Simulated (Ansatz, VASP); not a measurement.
# Al13C42N13 (graphene/h-AlN heterobilayer): VASP beside Ansatz, part 2 of 3

Wanted: the spread between two codes on one cell, functional and k mesh. Of the first pair: The structure shown is the start of the Ansatz relaxation below; VASP solves that cell, so the two are compared at the walk's first step.

VASP 6.6.1 and Ansatz 0.2.0.

So far: The structure; Ansatz: relaxation, PBE with D4.

**3. VASP: single point, PBE with D4, start cell, pair 1**

Level of this step: PBE with D4; plane waves and PAW (C, Al, N) (VASP).

The same cell, functional, mesh and smearing now go to VASP, with its own data sets.

Lines of VASP's logs that name or quote its potential files are left out, and so is its time.

INCAR reads:

```
SYSTEM = Al13C42N13
PREC = Accurate
ENCUT = 520
EDIFF = 1E-06
NELM = 120
ISMEAR = -1
SIGMA = 0.05
LREAL = Auto
ALGO = Normal
GGA = PE
IVDW = 13
NBANDS = 184
LORBIT = 11
LWAVE = .FALSE.
LCHARG = .FALSE.
ISIF = 2
LASPH = .TRUE.
GGA_COMPAT = .FALSE.
KPAR = 4
```

POSCAR reads:

```
Al13C42N13
1.0
   11.2793000000      0.0000000000      0.0000000000
   -5.6396500000      9.7681600000      0.0000000000
    0.0000000000      0.0000000000     19.4400000000
C Al N
42 13 13
Direct
    0.0968780056      0.1430259128      0.4104115226
    0.1417801755      0.0470917757      0.4114197531
    0.1420634662      0.3786895383      0.4109207819
    0.1909199334      0.2850076166      0.4119084362
    0.1884887478      0.6170455848      0.4109104938
    0.2379744897      0.5228313214      0.4123611111
    0.2373761030      0.8566198752      0.4114711934
    0.2861475345      0.7616685230      0.4124897119
    0.2856012236      0.0942756875      0.4119084362
    0.3320906932      0.0001330855      0.4106378601
    0.3339682399      0.3338909273      0.4117695473
    0.3822461987      0.2387860150      0.4122376543
    0.3797371569      0.5714484611      0.4117283951
    0.4279769551      0.4745827259      0.4120679012
    0.4289580786      0.8093847767      0.4109207819
    0.4747667841      0.7111677122      0.4128292181
    0.4756330823      0.0480540859      0.4110802469
    0.5237353032      0.9507624773      0.4116512346
    0.5242078048      0.2859392148      0.4116306584
    0.5722016642      0.1897696188      0.4119804527
    0.5731402962      0.5249299766      0.4113683128
    0.6179742563      0.4280437667      0.4115020576
    0.6184869817      0.7604195672      0.4119084362
    0.6671851376      0.6664919494      0.4112911523
    0.6686194042      0.0002764082      0.4118415638
    0.7143581583      0.9046944358      0.4109619342
    0.7143518540      0.2378851288      0.4118106996
    0.7625991465      0.1409989189      0.4100720165
    0.7629691664      0.4756781216      0.4102983539
    0.8096491029      0.3811362631      0.4113374486
    0.8097681109      0.7147814942      0.4113477366
    0.8592225043      0.6206286547      0.4115123457
    0.8544508920      0.9512129203      0.4115792181
    0.9033749780      0.8568860461      0.4120884774
    0.9042594667      0.1904043341      0.4111213992
    0.9524686778      0.0947363680      0.4113374486
    0.9531947996      0.4297022162      0.4120524691
    0.9992863316      0.3327955316      0.4106018519
    0.0006291416      0.6682322976      0.4106378601
    0.0475052475      0.5711925276      0.4110082305
    0.0481312202      0.9036707015      0.4106018519
    0.0949553130      0.8098249824      0.4111316872
    0.1146293377      0.3696397274      0.5885185185
    0.1898146434      0.6772718711      0.5887705761
    0.2686331682      0.9875247744      0.5884516461
    0.3453321069      0.2932282027      0.5885493827
    0.4216200791      0.6015052988      0.5886676955
    0.4989440504      0.9090350690      0.5892695473
    0.5763876969      0.2174513931      0.5876388889
    0.6528003019      0.5243464481      0.5884619342
    0.7296715337      0.8339851108      0.5881790123
    0.8048039428      0.1387364662      0.5886882716
    0.8844822530      0.4484570277      0.5885596708
    0.9598643382      0.7524753894      0.5877777778
    0.0366307851      0.0636865080      0.5881790123
    0.1642648020      0.2413965373      0.5881121399
    0.2426129471      0.5503185861      0.5883076132
    0.3193411444      0.8567631980      0.5874279835
    0.3996633866      0.1668584462      0.5881687243
    0.4715857566      0.4726990549      0.5885493827
    0.5487403457      0.7795531605      0.5889506173
    0.6260696160      0.0866591047      0.5881121399
    0.7024526644      0.3956937642      0.5888117284
    0.7812302854      0.7041448953      0.5871399177
    0.8586122389      0.0126328807      0.5884516461
    0.9346083220      0.3190672552      0.5882716049
    0.0107965390      0.6259213608      0.5884979424
    0.0896814552      0.9340551342      0.5886008230
```

KPOINTS reads:

```
Automatic mesh
0
Gamma
2 2 1
0 0 0
```

PAW data sets: C, Al and N (PBE family, release 64).

Started as:

```
mpirun -np 8 vasp_std
```

Numbers of over 12 decimals in the logs are rounded to 6 here.

Output:

```text
[banner, memory and clock lines left out]
running    8 mpi-ranks, on    1 nodes
[...]
|                                                                             |
|           W    W    AA    RRRRR   N    N  II  N    N   GGGG   !!!           |
|           W    W   A  A   R    R  NN   N  II  NN   N  G    G  !!!           |
|           W    W  A    A  R    R  N N  N  II  N N  N  G       !!!           |
|           W WW W  AAAAAA  RRRRR   N  N N  II  N  N N  G  GGG   !            |
|           WW  WW  A    A  R   R   N   NN  II  N   NN  G    G                |
|           W    W  A    A  R    R  N    N  II  N    N   GGGG   !!!           |
|                                                                             |
|     For optimal performance we recommend to set                             |
|       NCORE = 2 up to number-of-cores-per-socket                            |
|     NCORE specifies how many cores store one orbital (NPAR=cpu/NCORE).      |
|     This setting can greatly improve the performance of VASP for DFT.       |
|     The default, NCORE=1 might be grossly inefficient on modern             |
|     multi-core architectures or massively parallel machines. Do your        |
|     Unfortunately you need to use the default for GW and RPA                |
|     calculations (for HF NCORE is supported but not extensively tested      |
|     yet).                                                                   |
|                                                                             |

 LDA part: xc-table for (Slater+PW92), standard interpolation
 POSCAR, INCAR and KPOINTS ok, starting setup
[...]
entering main loop
       N       E                     dE             d eps       ncg     rms          rms(c)
DAV:   1     0.224867734402E+04    0.22487E+04   -0.10730E+05  1536   0.117E+03
DAV:   2    -0.201377294433E+03   -0.24501E+04   -0.23224E+04  2112   0.279E+02
DAV:   3    -0.623815301679E+03   -0.42244E+03   -0.41840E+03  1768   0.118E+02
DAV:   4    -0.641018184268E+03   -0.17203E+02   -0.17129E+02  1752   0.295E+01
[...]
DAV:  25    -0.566660784066E+03   -0.55720E-05   -0.11983E-07  1040   0.519E-04    0.202E-04
DAV:  26    -0.566660785305E+03   -0.12385E-05   -0.16811E-09  1080   0.327E-04    0.105E-04
DAV:  27    -0.566660785637E+03   -0.33277E-06    0.33849E-08  1128   0.191E-04
   1 F= -.57694238E+03 E0= -.57691079E+03  d E =-.631725E-01
```

From OUTCAR (step 3):

```text
 POSITION                                       TOTAL-FORCE (eV/Angst)
 -----------------------------------------------------------------------------------
      0.28610      1.39710      7.97840        -1.060412     -0.323895      0.331876
      1.33360      0.46000      7.99800         1.138950     -0.217596     -0.143756
     -0.53330      3.69910      7.98830        -0.182074      0.690045      0.207566
      0.54610      2.78400      8.00750        -0.070313     -0.028590     -0.305053
     -1.35390      6.02740      7.98810         1.027123      0.804596      0.332780
     -0.26440      5.10710      8.01630        -0.882493     -0.357790     -0.374793
     -2.15360      8.36760      7.99900         0.421470      0.237133     -0.035738
     -1.06800      7.44010      8.01880        -0.456024     -0.327764     -0.432434
      2.68970      0.92090      8.00750        -0.824751      0.877665     -0.115531
      3.74500      0.00130      7.98280         0.825019     -0.560749      0.238433
      1.88390      3.26150      8.00480         0.256877     -0.610397      0.141024
      2.96480      2.33250      8.01390        -0.430951     -0.648494     -0.087388
      1.06040      5.58200      8.00400         0.892470     -1.081346      0.282143
      2.15080      4.63580      8.01060         0.176478      1.363850     -0.138256
[...]
-----------------------------------------------------------------------------------
    total drift:                                0.040736     -0.021734     -0.093961

  FREE ENERGIE OF THE ION-ELECTRON SYSTEM (eV)
  ---------------------------------------------------
  free  energy   TOTEN  =      -576.9423752927 eV

  energy  without entropy=     -576.8792027632  energy(sigma->0) =     -576.91078903

[... 1 further part left out ...]
```

**4. Comparison**

Known differences besides the potentials themselves: the cutoff is 420 eV in Ansatz and 520 eV in VASP (PREC = Accurate, projectors in real space). Total energies have different zeros and are not compared.

Forces on 9 of the 68 atoms, those with the largest forces and the largest differences (eV/Å; atoms numbered as in POSCAR):

| atom | Ansatz x, y, z | VASP x, y, z |
| --- | --- | --- |
| C6 | -0.882, -0.348, -0.379 | -0.882, -0.358, -0.375 |
| C13 | 0.897, -1.081, 0.281 | 0.892, -1.081, 0.282 |
| C14 | 0.173, 1.367, -0.142 | 0.176, 1.364, -0.138 |
| C16 | -0.005, 1.414, -0.373 | -0.004, 1.418, -0.369 |
| C21 | -0.984, -0.951, 0.075 | -0.981, -0.941, 0.073 |
| C28 | -1.042, 0.960, 0.502 | -1.042, 0.966, 0.501 |
| C33 | 1.418, 0.746, -0.055 | 1.410, 0.741, -0.057 |
| C34 | 0.714, -0.037, -0.303 | 0.710, -0.029, -0.299 |
| C41 | -1.433, 0.652, 0.244 | -1.431, 0.647, 0.239 |

The forces differ by 3.4 meV/Å r.m.s., which is 0.7 % of the r.m.s. force of 0.479 eV/Å (both taken over all components). Where the cell holds vacuum, a pressure given here is an average over it and none of the material.

**5. Ansatz: relaxation, PBE with D4**

This run makes the geometry at which the two programs are then compared.

The structure compared here is the end of the Ansatz relaxation.

This is the run of step 2 again, met here at its other cell.

**6. VASP: single point, PBE with D4, relaxed atoms in a fixed cell, pair 2**

The same cell, functional, mesh and smearing now go to VASP, with its own data sets.

INCAR is that of step 3.

POSCAR reads:

```
Al13C42N13
1.0
   11.2793000000      0.0000000000      0.0000000000
   -5.6396500000      9.7681600000      0.0000000000
    0.0000000000      0.0000000000     19.4400000000
C Al N
42 13 13
Direct
    0.0952100000      0.1425600000      0.4103600000
    0.1427800000      0.0472600000      0.4104800000
    0.1428000000      0.3806100000      0.4104600000
    0.1904100000      0.2853600000      0.4103800000
    0.1903700000      0.6186400000      0.4106200000
    0.2379900000      0.5234500000      0.4103600000
    0.2379500000      0.8567300000      0.4116200000
    0.2855900000      0.7615000000      0.4116500000
    0.2855700000      0.0948900000      0.4120200000
    0.3331800000      0.9995900000      0.4130600000
    0.3332600000      0.3330400000      0.4109000000
    0.3808600000      0.2377800000      0.4122200000
    0.3808400000      0.5710700000      0.4105500000
    0.4285200000      0.4758800000      0.4105200000
    0.4284300000      0.8090800000      0.4125900000
    0.4761100000      0.7139200000      0.4113900000
    0.4760500000      0.0472300000      0.4145200000
    0.5237000000      0.9519700000      0.4141700000
    0.5237300000      0.2854600000      0.4131900000
    0.5713500000      0.1901600000      0.4146300000
    0.5713300000      0.5235200000      0.4106300000
    0.6189800000      0.4282900000      0.4118100000
    0.6189700000      0.7615300000      0.4110000000
    0.6666100000      0.6663700000      0.4100300000
    0.6666400000      0.9996200000      0.4136700000
    0.7142500000      0.9044100000      0.4118100000
    0.7142800000      0.2378200000      0.4141600000
    0.7618800000      0.1425000000      0.4138100000
    0.7618600000      0.4759200000      0.4114100000
    0.8094600000      0.3806500000      0.4125400000
    0.8094600000      0.7139800000      0.4094300000
    0.8570600000      0.6187300000      0.4098500000
    0.8571100000      0.9520500000      0.4105700000
    0.9046900000      0.8567900000      0.4094400000
    0.9047800000      0.1901600000      0.4121000000
    0.9523400000      0.0948800000      0.4108900000
    0.9523600000      0.4282800000      0.4114000000
    0.9999400000      0.3329900000      0.4113200000
    0.9999000000      0.6663200000      0.4098200000
    0.0474900000      0.5710700000      0.4103800000
    0.0475400000      0.9044200000      0.4097000000
    0.0951300000      0.8091700000      0.4100600000
    0.1141500000      0.3703200000      0.5883500000
    0.1911800000      0.6780500000      0.5881800000
    0.2681900000      0.9857600000      0.5881100000
    0.3450200000      0.2933800000      0.5883600000
    0.4219100000      0.6011600000      0.5883100000
    0.4988700000      0.9089300000      0.5881100000
    0.5757300000      0.2164300000      0.5882200000
    0.6525900000      0.5241000000      0.5882600000
    0.7295500000      0.8319700000      0.5881000000
    0.8064200000      0.1395900000      0.5881800000
    0.8833100000      0.4471400000      0.5881800000
    0.9603600000      0.7549400000      0.5880700000
    0.0373100000      0.0627000000      0.5882300000
    0.1655100000      0.2421500000      0.5884600000
    0.2424000000      0.5498200000      0.5884600000
    0.3193700000      0.8575200000      0.5883400000
    0.3962700000      0.1651800000      0.5886100000
    0.4731600000      0.4729100000      0.5884900000
    0.5501100000      0.7806600000      0.5883100000
    0.6270200000      0.0883100000      0.5887800000
    0.7038700000      0.3959400000      0.5885100000
    0.7808400000      0.7036800000      0.5879600000
    0.8578200000      0.0114200000      0.5882300000
    0.9346700000      0.3190500000      0.5884500000
    0.0116000000      0.6267000000      0.5880400000
    0.0886100000      0.9344400000      0.5880200000
```

KPOINTS is that of step 3.

Started as:

```
mpirun -np 8 vasp_std
```

Output:

```text
[banner, memory and clock lines left out]
running    8 mpi-ranks, on    1 nodes
[...]
[... a notice as in an earlier step ...]

 LDA part: xc-table for (Slater+PW92), standard interpolation
 POSCAR, INCAR and KPOINTS ok, starting setup
[...]
entering main loop
       N       E                     dE             d eps       ncg     rms          rms(c)
DAV:   1     0.224830562128E+04    0.22483E+04   -0.10730E+05  1536   0.117E+03
DAV:   2    -0.201659607571E+03   -0.24500E+04   -0.23238E+04  2112   0.279E+02
DAV:   3    -0.623983996178E+03   -0.42232E+03   -0.41832E+03  1760   0.118E+02
DAV:   4    -0.641247019383E+03   -0.17263E+02   -0.17190E+02  1736   0.296E+01
[...]
DAV:  24    -0.567035105109E+03   -0.13164E-04   -0.50709E-07  1088   0.100E-03    0.595E-04
DAV:  25    -0.567035107241E+03   -0.21319E-05   -0.27227E-08  1064   0.581E-04    0.275E-04
DAV:  26    -0.567035108109E+03   -0.86791E-06   -0.81031E-09  1080   0.403E-04
   1 F= -.57732294E+03 E0= -.57728828E+03  d E =-.693023E-01
```

Parts of OUTCAR (step 6):

```text
 POSITION                                       TOTAL-FORCE (eV/Angst)
 -----------------------------------------------------------------------------------
      0.26991      1.39255      7.97740        -0.001057     -0.004739      0.000235
      1.34393      0.46164      7.97973         0.001356     -0.001428     -0.005289
     -0.53582      3.71786      7.97934        -0.001714      0.001624     -0.006701
      0.53836      2.78744      7.97779        -0.000329      0.006131      0.003837
     -1.34167      6.04297      7.98245        -0.007651     -0.001168     -0.007113
     -0.26771      5.11314      7.97740        -0.001006      0.000650      0.002397
     -2.14775      8.36868      8.00189        -0.002687     -0.011244      0.003757
     -1.07334      7.43845      8.00248        -0.006668     -0.002864      0.005157
      2.68588      0.92690      8.00967         0.002230      0.005060      0.005387
     -1.87930      9.76416      8.02989         0.000956      0.000363     -0.001848
      1.88071      3.25319      7.98790        -0.003671     -0.004455     -0.003599
      2.95484      2.32267      8.01356         0.006857     -0.002939     -0.000976
      1.07497      5.57830      7.98109         0.004924     -0.004267     -0.007621
      2.14961      4.64847      7.98051        -0.008851      0.004674      0.002339
[...]
-----------------------------------------------------------------------------------
    total drift:                                0.004672     -0.047954     -0.080468

  FREE ENERGIE OF THE ION-ELECTRON SYSTEM (eV)
  ---------------------------------------------------
  free  energy   TOTEN  =      -577.3229360585 eV

  energy  without entropy=     -577.2536337693  energy(sigma->0) =     -577.28828491

[... 1 part as in an earlier step ...]
```

**7. Side by side**

The largest component of a force difference here is 11 meV/Å. Where the cell holds vacuum, a pressure given here is an average over it and none of the material.

[end of part 2 of 3]

[Lines on the potential files, build, host, timing and source positions are cut from VASP's logs without a mark.]

[Logs are printed without paths, hosts, clocks, repeated set-up lines and the standing remarks that a program may print on its own settings, such as how far it seeks lower states.]

[Hosts, paths, dates, database ids (printed as entryN), source tags and the programs' standing remarks are cut or masked in the printed files.]
